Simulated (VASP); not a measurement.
Write the native input for VASP 6.6.1 that does the following.

- Task: relaxation of the atoms
- Functional: PBE
- Potentials or basis: VASP PAW PBE potentials, release 64 (C, S)
- Cutoff: 520 eV
- k mesh: 5 × 5 × 5
- Occupations: fermi-dirac, width 0.02 eV
- Spin: no spin polarisation
- Dipole correction: no
- Further INCAR settings: ALGO = Fast; EDIFF = 1e-06; IBRION = 2; EDIFFG = -0.02; NSW = 80

The structure of CS2 lies in POSCAR:

```
CS2
1.0
    5.6200000000      0.0000000000      0.0000000000
    0.0000000000      5.6200000000      0.0000000000
    0.0000000000      0.0000000000      5.6200000000
C S
4 8
Direct
    0.0000000000      0.0000000000      0.0000000000
    0.5000000000      0.0000000000      0.5000000000
    0.5000000000      0.5000000000      0.0000000000
    0.0000000000      0.5000000000      0.5000000000
    0.1200165074      0.1200165074      0.1200165074
    0.3799834926      0.8799834926      0.6200165074
    0.6200165074      0.3799834926      0.8799834926
    0.8799834926      0.6200165074      0.3799834926
    0.8799834926      0.8799834926      0.8799834926
    0.6200165074      0.1200165074      0.3799834926
    0.3799834926      0.6200165074      0.1200165074
    0.1200165074      0.3799834926      0.6200165074
```

The cell comes from a database or a generator and needn't be the stable form of this composition.

The input as run:

INCAR

```
SYSTEM = CS2
PREC = Accurate ; ENCUT = 520
EDIFF = 1E-6 ; ISMEAR = -1
SIGMA = 0.02 ; LREAL = .False.
LASPH = .True. ; NELM = 80
ALGO = Fast ; ISIF = 2
LWAVE = .False. ; LCHARG = .False.
GGA = PE ; IBRION = 2
NSW = 80 ; EDIFFG = -0.02
```

KPOINTS

```
regular mesh
0
Gamma
  5 5 5
  0 0 0
```

Potentials or basis: VASP PAW PBE potentials, release 64 (C, S).

Launch:

```sh
$ cat potpaw_PBE.64/C/POTCAR potpaw_PBE.64/S/POTCAR > POTCAR
$ mpirun -np 1 vasp_std > vasp.out
```

It gave:

```
Energy gained by relaxing    : 4283.9 meV/atom
Ionic steps                  : 8
Pressure after relaxing      : 0.9 GPa
Largest force after relaxing : 0.007 eV/Å
Band gap on the k mesh       : 0.23 eV, indirect (least direct gap 0.31 eV)
```

Caveat: an odd mesh through Γ misses points on the zone boundary, where band edges often lie.

Wall time 6 min on 1 thread of Intel(R) Xeon(R) 6975P-C (Granite Rapids) (shared host), peak memory 0.28 GiB.
